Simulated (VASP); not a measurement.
Input:

```yaml
crystal:
  lattice:
    - [0.00000, 2.42786, 2.42786]
    - [2.42786, 0.00000, 2.42786]
    - [2.42786, 2.42786, 0.00000]
  atoms:
    - { symbol: N, position: [0.00000, 0.00000, 0.00000] }
    - { symbol: Y, position: [0.50000, 0.50000, 0.50000] }
```

These are PBEsol GGA, VASP's PBE PAW potentials (set 64) (plane waves; VASP) values and carry that method's errors. Run with 520 eV cut-off, 11×11×11 Γ-centred mesh, tetrahedra with Blöchl corrections, potentials N Y_sv.

Q: Predict the energy per atom (σ→0).

A: 
```
Property                        Value
---------------------  --------------
energy per atom (σ→0)  -9.565 eV/atom
```

The structure comes from a measured YN entry (Fm-3m) of the Crystallography Open Database, whose conditions weren't checked. It was relaxed first.
